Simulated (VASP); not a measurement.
Set up this calculation in VASP 6.6.1, as the native input.

```yaml
Task: relaxation of cell and atoms
Functional: PBE
Dispersion: D3(BJ)
Potentials_or_basis: VASP PAW PBE potentials, release 64 (Si, B)
Cutoff: 600 eV
k_mesh: 18 × 18 × 14
Occupations: gaussian, width 0.1 eV
Spin: no spin polarisation
Dipole_correction: no
Further_INCAR_settings: ALGO = Normal; EDIFF = 1e-07; IBRION = 2; EDIFFG = -0.01; NSW = 100; ISIF = 3
```

The structure of SiB2 lies in POSCAR:

```
SiB2
1.0
    2.9547968231      0.0000000000      0.0000000000
   -1.4773984116      2.5589291119      0.0000000000
    0.0000000000      0.0000000000      3.4607515820
Si B
1 2
Direct
    0.0000000000      0.0000000000      0.0000000000
    0.3333333333      0.6666666667      0.5000000000
    0.6666666667      0.3333333333      0.5000000000
```

The cell was built by a generator and needn't be a form met in nature.

These files were run (other wordings do the same):

INCAR

```
  ALGO = Normal
  EDIFF = 1E-7
  EDIFFG = -0.01
  ENCUT = 600
  GGA = PE
  IBRION = 2
  ISIF = 3
  ISMEAR = 0
  IVDW = 12
  LASPH = T
  LCHARG = F
  LREAL = F
  LWAVE = F
  NELM = 60
  NSW = 100
  PREC = Accurate
  SIGMA = 0.1
```

KPOINTS

```
k-points
0
Gamma
  18 18 14
```

Potentials or basis: VASP PAW PBE potentials, release 64 (Si, B).

The run is started by

```sh
$ cat potpaw_PBE.64/Si/POTCAR potpaw_PBE.64/B/POTCAR > POTCAR
$ mpirun -np 1 vasp_std > vasp.out
```

Results of the run:

```
Relaxed volume                         : 8.69 Å³/atom
Relaxed cell                           : a = 2.950 Å, b = 2.950 Å, c = 3.457 Å, α = 90.00°, β = 90.00°, γ = 120.00°
Space group after relaxing (to 0.05 Å) : P6/mmm (No. 191)
Energy gained by relaxing              : 0.1 meV/atom
Ionic steps                            : 5
Pressure after relaxing                : 0.0 GPa
Band gap on the k mesh                 : none (metal or under the smearing width)
Dispersion energy per atom             : -0.311 eV
```

Caveat: pairwise dispersion overbinds metals, which lowers pressure and volume.

It took 94 s on 1 thread of AMD EPYC 9R45 96-Core Processor (Zen 5), on a shared host, peak memory 0.2 GiB.
